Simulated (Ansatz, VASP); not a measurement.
# Cross-check of TaN between VASP and Ansatz, part 2 of 2

Wanted: the spread between two codes on one cell, functional and k mesh. The cell is taken from a series of runs on this material, whose earlier steps may have relaxed, scaled, displaced or heated it; both programs get it as it stands.

VASP 6.6.1 and Ansatz 0.2.0.

So far: Starting point; VASP: zone-centre phonons, LDA.

**3. Ansatz: zone-centre phonons, LDA**

Level of this step: Ansatz beside VASP: Kohn-Sham DFT, plane waves, LDA (Ansatz).

Ansatz runs on its PAW soft_1 files.

The same cell, functional (in two slightly different forms), mesh and smearing now go to Ansatz, which takes its cutoff from its data sets.

The input, input.yaml:

```yaml
crystal:
  lattice:
    - [2.9120039378, 0.0, 0.0]
    - [-1.4560019689, 2.521869386, 0.0]
    - [0.0, 0.0, 2.8231777472]
  atoms:
    - { symbol: "N", position: [0.6666666665, 0.3333333335, 0.0] }
    - { symbol: Ta, position: [2.0e-10, -2.0e-10, 0.5] }
kpoints:
  mp_grid: { grid: [18, 18, 16] }
hamiltonian:
  xc: lda
  pseudopotentials: { kind: paw, azcp: { folder: soft_1 }, xc_functional: pbe }
scf:
  occupations: { method: methfessel_paxton, width: 0.2 }
output:
  eigenvalues: true
phonons:
  method: dfpt
```

Started as:

```
$ ansatz run input.yaml --threads 4 --pin off --max-ram 10240MiB --backend cpu --events-out ev --progress --plain --runs-dir out
```

Numbers of over 12 decimals in the logs are rounded to 6 here.

Output:

```text
zone centre: on kpoints.mp_grid the ground state, and the responses unless they are solved on pairs of k-points, stand on 819 of the mesh's 5184 k-points, reduced under 4 symmetry operations, with k and −k counted as one. Each operation leaves every solved displacement unchanged or reverses it
Engine: ansatz 0.2.0, aarch64-unknown-linux-gnu
Pseudopotentials: kind: paw
Pseudopotential: N, paw, valence charge 5, recommended cutoff 420 eV (normal), soft_1/N.paw.azcp
Pseudopotential: Ta, paw, valence charge 13, recommended cutoff 420 eV (normal), soft_1/Ta.paw.azcp
Functional definition: SPW92
  exchange = slater_x
  correlation = pw_c
Crystal: 2 atoms, lattice volume = 20.733 Å³
Basis set: ecut = 420 eV, 405 PW (Γ), exchange–correlation on 40×40×40 points (8 copies of the dense FFT grid, shifted against one another)
Bands: 13, of which v1, the nominal top of the filled ones, is band 9 counted from 1 (8 counted from 0)
Symmetry: 12 space group operations
k-points: 819 of 5184 (irreducible under 4 space group operations, time reversal used)
Non-local potential: N, projectors of the file, l = 0: 2, l = 1: 2, l = 2: 1
Non-local potential: Ta, projectors of the file, l = 0: 3, l = 1: 2, l = 2: 2, l = 3: 1
PAW form: soft (Blöchl's): semilocal exchange-correlation on the pseudo side does not see the compensation charge
PAW frozen core: N, regenerated for the run's functional, and the local potential with it (the file was generated under x = pbe(κ = 0.804, μ = 0.219515), c = pbe(β = 0.066725))
PAW frozen core: Ta, regenerated for the run's functional, and the local potential with it (the file was generated under x = pbe(κ = 0.804, μ = 0.219515), c = pbe(β = 0.066725))
PAW one-centre angular grid: N, 110 points (default); XC on 64 Gauss nodes
PAW one-centre angular grid: Ta, 590 points (default); XC on 64 Gauss nodes
Initial density: superposition of atomic densities (chi_scale 0.1, normalization cell, long waves kept (reshape's long-wave potential 0.00 eV rms))
Initial wavefunctions: pseudopotential atomic-orbital guess
Functional: x = slater, c = lda
SCF iter   1: F=—  HF=-10060.072396 eV  |F-HF|=—  |Δ(HF+E_count)|=         —  Δρ=4.89e-2  dr2=2.90e-1  ethr=3.10e-3  ⟨swp⟩=5.0  Hψ=52777  notcnv=0
preconditioner: auto → none  [metal: Δε(μ)=0.081 eV  Ē_g=11.474 eV  σ=0.200 eV  W_gap=0.33  n_scr=8 (ndim 8)  ℏωp=25.8 eV  f_vac=0.000  D(μ)=0.05/eV (n_scr^D=0)  sad-step TF]
SCF iter   2: F=—  HF=-10060.049259 eV  |F-HF|=—  |Δ(HF+E_count)|=   2.31e-2  S|Δr|=    0.00e0  Δρ=3.05e-2  dr2=1.22e-1  ethr=1.61e-3  ⟨swp⟩=1.0  Hψ=17199  notcnv=0
SCF iter   3: F=—  HF=-10060.027506 eV  |F-HF|=—  |Δ(HF+E_count)|=   2.18e-2  S|Δr|=    0.00e0  Δρ=1.56e-3  dr2=2.30e-4  ethr=6.77e-4  ⟨swp⟩=2.5  Hψ=14245  notcnv=0
SCF iter   4: F=—  HF=-10060.027583 eV  |F-HF|=—  |Δ(HF+E_count)|=   7.66e-5  S|Δr|=    0.00e0  Δρ=3.33e-4  dr2=2.42e-5  ethr=1.28e-6  ⟨swp⟩=2.2  Hψ=16240  notcnv=0
SCF iter   5: F=—  HF=-10060.027576 eV  |F-HF|=—  |Δ(HF+E_count)|=   6.46e-6  S|Δr|=    0.00e0  Δρ=3.62e-5  dr2=7.03e-8  ethr=1.34e-7  ⟨swp⟩=2.6  Hψ=15846  notcnv=0
SCF iter   6: F=—  HF=-10060.027576 eV  |F-HF|=—  |Δ(HF+E_count)|=   8.45e-8  S|Δr|=    0.00e0  Δρ=4.05e-6  dr2=1.06e-9  ethr=3.91e-10  ⟨swp⟩=2.4  Hψ=17423  notcnv=0
SCF iter   7: F=—  HF=-10060.027576 eV  |F-HF|=—  |Δ(HF+E_count)|=  5.46e-11  S|Δr|=    0.00e0  Δρ=7.43e-7  dr2=9.54e-11  ethr=5.90e-12  ⟨swp⟩=2.2  Hψ=14949  notcnv=0
SCF iter   8: F=-10060.027576 eV  HF=-10060.027576 eV  |F-HF|=5.46e-12  |Δ(HF+E_count)|=  3.46e-11  S|Δr|=    0.00e0  Δρ=6.33e-8  dr2=3.35e-13  ethr=1.00e-12  ⟨swp⟩=6.0  Hψ=46392  notcnv=0
the search or the solves at the SCF's close seem to have found levels that the self-consistency loop had missed (the run counts 5). By its estimate they hold under 1e-12 electrons; where the run keeps them, the occupations were computed again with them
SCF 1 converged in 8 iterations: F = -10060.027576 eV  dr2 = 3.35e-13
  greatest PAW one-centre occupation: 0.999 electrons in one spin orbital (limit 2), on the Ta atom at site 1 (counted from 0), in its partial waves of l = 0
DFPT response loops at Γ: preconditioner auto → Kerker (q_TF=auto, 2.665 Å⁻¹) (partly filled bands, converged f_vac=0.000); β = 1.00, the filter's whole step (`scf.mixing.beta` (0.50) is not read by the response loops under this deck's `scf.mixing.preconditioner`; to damp them name `kerker` or `kerker_dos`, under which they read `scf.mixing.beta`, and type it under 1.00, their step now; both keys bind the ground state too); Broyden in place of MSR1
SCF converged after 8 iterations
Stability not checked: this state was not tested for a lower state beside it, because cold or Methfessel-Paxton smearing, or corrected tetrahedra, fill the levels in a way that the test cannot read (fill_not_monotonic; see scf.lower_state_search)
Free energy (F): -10060.027576 eV
Harris-Foulkes:  -10060.027576 eV  (|F-HF|=5.46e-12)
Internal energy: -10060.028519 eV  (E = F + TS)
E sigma→0 (E₀):  -10060.027812 eV
Entropy (-TS):   0.000943 eV (0.471 meV/atom)
Fermi energy:    20.554260 eV
--- Per-component energies (eV) ---
  E_band       = -44.809787
  E_kinetic    = 526.354826
  E_local      = -570.360442  (includes V_loc(G=0)·N_el)
  E_nonlocal   = 30.431942
  E_hartree    = 204.762649
  E_xc         = -379.520061
  E_vxc        = -311.776415  (∫ρ·V_xc dr)
  E_paw        = -8176.822501  (= ΣΔE_a)
  E_vpaw       = -128.985893  (= ΣTr[D̂ρ^β])
  E_aug_tail   = 0.000886  (compensation charges beyond the density's cutoff)
  E_ewald      = -1695.214860
  E_core_change = 0.339041  (= ΣΔE_core)
  E_smearing   = 0.000943  (= −TS)
  E_closure    = 0.000000  (closes the sum)
  Σ components = -10060.027576   (vs F -10060.027576, Δ=0.00e0)
--- Band table (eV; the first three rows and the last of 819) ---
  k-point 0: bands = [... 5 lower, 15.8025, 15.8025, 16.2781, 17.7549, 23.1209, 24.4416, 24.4416, 24.8224]
  k-point 1: bands = [... 5 lower, 15.8369, 15.8369, 16.0018, 17.9843, 23.2615, 23.7541, 23.7541, 25.3512]
  k-point 2: bands = [... 5 lower, 15.3459, 15.9354, 15.9354, 18.5497, 22.8813, 22.8813, 23.6421, 25.7402]
  k-point 818: bands = [... 5 lower, 12.7253, 13.6145, 16.4501, 19.6518, 24.9218, 26.0019, 26.9732, 28.0521]
--- Phonons (Γ-DFPT): 4 representative perturbations + reference, on 819 of 5184 k-points (Σ response iterations 12) ---
  k mesh reduced under 4 symmetry operations, with k and −k counted as one. Each operation leaves every solved displacement unchanged or reverses it
  ASR residual: 3.046e-5 → 0.000e0 eV/Å²; symmetrization residual: 3.455e-6 eV/Å²
  ASR residual per site (eV/Å²): 3.00e-5 3.05e-5
  Γ frequencies (cm⁻¹): 0.00 0.00 0.00 551.42 551.42 583.29
  non-analytic LO–TO correction: not included (Born effective charges unavailable; polar crystals: no LO–TO splitting at Γ)
```

In the SCF lines HF is the Harris–Foulkes energy and dr2 the Hartree energy of the density residual, in eV; the loop may stop once dr2 is under the threshold and the program's other checks hold. Hψ counts applications of the Hamiltonian.

**4. Side by side**

Known differences besides the potentials themselves: the two LDA forms differ slightly; the data sets hold 18 valence electrons in Ansatz (on its PAW soft_1 files) and 16 in VASP; the cutoff is 420 eV in Ansatz and 600 eV in VASP; VASP's log shows a relativistic correction to its local exchange, Ansatz's none. Total energies have different zeros and are not compared.

The two programs side by side:

| quantity | Ansatz | VASP | difference |
| --- | --- | --- | --- |
| optical mode 1 to 2 (cm⁻¹) | 551.4 | 554.9 | -0.63 % |
| optical mode 3 (cm⁻¹) | 583.3 | 587.7 | -0.74 % |

Modes are paired by rising frequency, not by their patterns, so a pair may set unlike modes beside each other; they are those without the splitting of longitudinal modes.

**5. Outcome**

| Quantity | Value |
| --- | --- |
| r.m.s. difference of the optical zone-centre modes, each program's sorted by frequency (zone-centre phonons, LDA) | 3.8 cm⁻¹ |
| difference in optical mode 3 (zone-centre phonons, LDA) | -0.7 % |

What this shows: The r.m.s. difference of the optical zone-centre modes, each program's sorted by frequency is 3.8 cm⁻¹ (zone-centre phonons, LDA). The data sets hold unlike numbers of valence electrons (18 in Ansatz and 16 in VASP), so part of the differences comes from the potentials. Among the rows given in per cent, the largest difference of the zone-centre phonons, LDA pair is in optical mode 3, -0.7 %. Such differences can come from data sets, numerical settings and the points named under the comparisons, not from the functional's error against experiment.

[Lines on the potential files, build, host, timing and source positions are cut from VASP's logs without a mark.]

[Logs are printed without paths, hosts, clocks, repeated set-up lines and the standing remarks that a program may print on its own settings, such as how far it seeks lower states.]

[Hosts, paths, dates, database ids (printed as entryN), source tags and the programs' standing remarks are cut or masked in the printed files.]
